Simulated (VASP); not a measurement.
Output of a VASP run:

File OSZICAR:
```
       N       E                     dE             d eps       ncg     rms          rms(c)
DAV:   1     0.151641574825E+03    0.15164E+03   -0.10436E+04  1568   0.191E+03
DAV:   2    -0.869737241436E+01   -0.16034E+03   -0.15763E+03  1616   0.412E+02
DAV:   3    -0.175315212899E+02   -0.88341E+01   -0.87827E+01  2526   0.106E+02
DAV:   4    -0.178117805797E+02   -0.28026E+00   -0.27950E+00  1878   0.152E+01
DAV:   5    -0.178214991496E+02   -0.97186E-02   -0.97183E-02  2352   0.267E+00    0.138E+01
DAV:   6    -0.161172993766E+02    0.17042E+01   -0.13353E+01  1824   0.563E+01    0.688E+00
DAV:   7    -0.180929509447E+02   -0.19757E+01   -0.25873E+01  2578   0.515E+01    0.213E+01
DAV:   8    -0.155984493739E+02    0.24945E+01   -0.14941E+01  2342   0.386E+01    0.172E+00
DAV:   9    -0.156367011755E+02   -0.38252E-01   -0.32892E-01  2210   0.574E+00    0.197E+00
DAV:  10    -0.156179656122E+02    0.18736E-01   -0.95922E-02  2352   0.387E+00    0.497E-01
DAV:  11    -0.156164954699E+02    0.14701E-02   -0.61273E-03  2036   0.895E-01    0.280E-01
DAV:  12    -0.156158477991E+02    0.64767E-03   -0.28499E-03  2220   0.465E-01    0.439E-02
DAV:  13    -0.156158382655E+02    0.95336E-05   -0.85775E-05  1684   0.107E-01    0.297E-02
DAV:  14    -0.156158336993E+02    0.45662E-05   -0.34484E-05  2460   0.568E-02    0.276E-03
DAV:  15    -0.156158335431E+02    0.15621E-06   -0.63209E-07   952   0.100E-02
   1 F= -.16755488E+02 E0= -.16755686E+02  d E =-.167555E+02
       N       E                     dE             d eps       ncg     rms          rms(c)
DAV:   1    -0.156147064992E+02    0.11272E-02   -0.15141E-02  1664   0.196E+00    0.243E-01
DAV:   2    -0.156162034460E+02   -0.14969E-02   -0.19136E-02  2132   0.175E+00    0.526E-01
DAV:   3    -0.156140374197E+02    0.21660E-02   -0.14209E-02  2324   0.139E+00    0.848E-02
DAV:   4    -0.156139947961E+02    0.42624E-04   -0.26635E-04  1974   0.157E-01    0.374E-02
DAV:   5    -0.156139963996E+02   -0.16035E-05   -0.53692E-05  2210   0.508E-02    0.178E-02
DAV:   6    -0.156140028678E+02   -0.64682E-05   -0.12120E-05  2052   0.294E-02    0.175E-02
DAV:   7    -0.156140029537E+02   -0.85864E-07   -0.11289E-05  2280   0.336E-02    0.224E-03
DAV:   8    -0.156140029853E+02   -0.31645E-07   -0.29575E-07   796   0.605E-03
   2 F= -.16755482E+02 E0= -.16755685E+02  d E =0.572728E-05
       N       E                     dE             d eps       ncg     rms          rms(c)
DAV:   1    -0.156152060047E+02   -0.12031E-02   -0.44219E-03  1664   0.106E+00    0.131E-01
DAV:   2    -0.156156412690E+02   -0.43526E-03   -0.56048E-03  2152   0.944E-01    0.285E-01
DAV:   3    -0.156150119383E+02    0.62933E-03   -0.42082E-03  2324   0.749E-01    0.458E-02
DAV:   4    -0.156149987723E+02    0.13166E-04   -0.76999E-05  1984   0.848E-02    0.204E-02
DAV:   5    -0.156149986224E+02    0.14986E-06   -0.15903E-05  2172   0.279E-02    0.967E-03
DAV:   6    -0.156150002179E+02   -0.15954E-05   -0.32424E-06  1578   0.161E-02    0.947E-03
DAV:   7    -0.156150000108E+02    0.20709E-06   -0.32091E-06  1376   0.187E-02
   3 F= -.16755494E+02 E0= -.16755695E+02  d E =-.642052E-05
```

### OUTCAR
```
------------------------ aborting loop because EDIFF is reached ----------------------------------------
 Edisp (eV)   -1.14049
  FORCE on cell =-STRESS in cart. coord.  units (eV):
  Direction    XX          YY          ZZ          XY          YZ          ZX
  --------------------------------------------------------------------------------------
  Total       0.00809     0.00809     0.00809     0.00000    -0.00000     0.00000
  in kB       0.51468     0.51468     0.51468     0.00000    -0.00000     0.00000
  external pressure =        0.51 kB  Pullay stress =        0.00 kB
  volume of cell :       25.18
      direct lattice vectors                 reciprocal lattice vectors
     2.931105828  0.000000000 -0.000000000     0.341168166 -0.000000000  0.000000000
     0.000000000  2.931105828  0.000000000    -0.000000000  0.341168166 -0.000000000
    -0.000000000  0.000000000  2.931105828     0.000000000 -0.000000000  0.341168166
 POSITION                                       TOTAL-FORCE (eV/Angst)
 -----------------------------------------------------------------------------------
      0.00000      0.00000      0.00000        -0.000000     -0.000000      0.000000
      1.46555      1.46555      1.46555         0.000000      0.000000      0.000000
 -----------------------------------------------------------------------------------
    total drift:                                0.000000      0.000000     -0.000000
  FREE ENERGIE OF THE ION-ELECTRON SYSTEM (eV)
  ---------------------------------------------------
  free  energy   TOTEN  =       -16.7554942327 eV

  energy  without entropy=      -16.7560954176  energy(sigma->0) =      -16.75569463

 reached required accuracy - stopping structural energy minimisation
```
(Selected blocks of OUTCAR.)

**POSCAR**
```
TiCo
1
    2.9317989542     0.0000000000    -0.0000000000
   -0.0000000000     2.9317989542    -0.0000000000
    0.0000000000     0.0000000000     2.9317989542
Ti Co
1 1
Direct
  0.0000000000   0.0000000000   0.0000000000
  0.5000000000   0.5000000000   0.5000000000
```

**Question.** Reconstruct the remaining input files.

**Answer.** This is not unique; one that fits is the input of the run itself, PBE GGA with D3 dispersion (Becke-Johnson damping), plane waves, VASP's PBE PAW potentials (set 64).

File KPOINTS:
```
Automatic
0
gamma
11 11 11
```

**INCAR**
```
SYSTEM = TiCo
PREC = Accurate; ENCUT = 520; LREAL = F
LASPH = T
EDIFF = 1E-6; NELM = 100; ALGO = Normal
LMAXMIX = 4
ISMEAR = 1; SIGMA = 0.1
GGA = PE; IVDW = 12
IBRION = 2; NSW = 60; ISIF = 3
EDIFFG = -0.01
LWAVE = F; LCHARG = F
```

POTCAR, in this order: Ti_sv Co (PBE.64 set). Program: vasp_std.

The compound is TiCo in the CsCl type structure. This run relaxes it. Symmetry was kept, so distortions that lower it aren't found. The start is the result of an earlier pass. The run is not spin-polarised, so no magnetic state was tried. The electron count is odd and the run is not spin-polarised, which forces a metal.
